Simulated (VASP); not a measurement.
OSZICAR of a VASP run on AlN (zinc blende):

File OSZICAR:
```
       N       E                     dE             d eps       ncg     rms          rms(c)
DAV:   1     0.131605876664E+02    0.13161E+02   -0.45935E+03   768   0.970E+02
DAV:   2    -0.183826791454E+02   -0.31543E+02   -0.30419E+02  1032   0.142E+02
DAV:   3    -0.189350165470E+02   -0.55234E+00   -0.55234E+00   856   0.239E+01
DAV:   4    -0.189366864950E+02   -0.16699E-02   -0.16699E-02  1144   0.138E+00
DAV:   5    -0.189366886747E+02   -0.21797E-05   -0.21797E-05   880   0.351E-02    0.872E+00
DAV:   6    -0.164540650223E+02    0.24826E+01   -0.14493E+01   752   0.242E+01    0.303E+00
DAV:   7    -0.164053893744E+02    0.48676E-01   -0.74737E-02   816   0.308E+00    0.190E+00
DAV:   8    -0.163766995621E+02    0.28690E-01   -0.25813E-02   904   0.187E+00    0.282E-01
DAV:   9    -0.163766645376E+02    0.35025E-04   -0.35716E-04  1032   0.174E-01    0.168E-01
DAV:  10    -0.163766918421E+02   -0.27305E-04   -0.21449E-05   856   0.412E-02    0.469E-02
DAV:  11    -0.163766914722E+02    0.36986E-06   -0.30081E-06   832   0.971E-03
   1 F= -.16376691E+02 E0= -.16376691E+02  d E =-.163767E+02
```

Problem. Which electronic solver shows in the log?

Solution. It is blocked Davidson (ALGO = Normal, or the opening steps of other solvers). The INCAR had ALGO = Normal.

Problem. Can the final energy be trusted as converged?

Solution. The run converged. It stopped with EDIFF = 1E-6, NELM = 100, NSW = 40 and EDIFFG = -0.02 after 1 ionic step (LDA (Ceperley-Alder, Perdew-Zunger), plane waves, VASP's LDA PAW potentials (set 64)).

The compound is AlN in the zinc blende structure, a metastable form; wurtzite is the usual one. It was relaxed first.
